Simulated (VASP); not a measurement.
Input:

```
CELL_PARAMETERS angstrom
      0.00000     3.14151     3.14151
      3.14151     0.00000     3.14151
      3.14151     3.14151     0.00000
ATOMIC_POSITIONS crystal
  Ba 0.00000 0.00000 0.00000
  F  0.25000 0.25000 0.25000
  F  0.75000 0.75000 0.75000
```

Calculation: PBE GGA, VASP's PBE PAW potentials (set 64) (plane waves; VASP). Numerical set-up: 600 eV cut-off, 8×8×8 Γ-centred mesh, Gaussian smearing of 0.050 eV, potentials Ba_sv F.

Each relaxation starts from this cell; other phases were not tried.

**Question.** The cell is relaxed at 1 GPa. What happens?

**Answer.** The volume per atom goes from 20.67 to 20.26 Å³ (-2.0 %), and the cell becomes a = 6.2408 Å, b = 6.2408 Å, c = 6.2408 Å, α = 90.00°, β = 90.00°, γ = 90.00°, space group Fm-3m. The gap on the mesh goes from 6.59 to 6.68 eV.

**Question.** The cell is relaxed at 30 GPa. What happens?

**Answer.** The volume per atom goes from 20.67 to 15.57 Å³ (-24.7 %), and the cell becomes a = 5.7171 Å, b = 5.7171 Å, c = 5.7171 Å, α = 90.00°, β = 90.00°, γ = 90.00°, space group Fm-3m. The gap on the mesh goes from 6.59 to 7.49 eV.

Failed runs are left out, and for metals the shear rows, which the mesh's noise covers.

The compound is BaF2 in the fluorite structure.
